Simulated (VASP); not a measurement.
Data:

```yaml
crystal:
  lattice:
    - [-1.73933, 1.73933, 1.73933]
    - [1.73933, -1.73933, 1.73933]
    - [1.73933, 1.73933, -1.73933]
  atoms:
    - { symbol: Li, position: [0.00000, 0.00000, 0.00000] }
```

Method: revPBE GGA, VASP's PBE PAW potentials (set 64) (plane waves; VASP). Numerical set-up: 520 eV cut-off, Gaussian smearing of 0.050 eV, potentials Li_sv.

Task: Give the energies of bands 2 to 4 at the high-symmetry points, in eV from the Fermi level.

Result: 
```
band      Γ     H      N     P
----  -----  ----  -----  ----
2     -3.56  5.42   0.23  3.29
3     14.41  5.42   3.10  3.29
4     14.41  5.42  10.20  3.29
```

It has no gap at this level: it comes out as a metal or semimetal.

The compound is Li in the bcc structure. It was relaxed first.
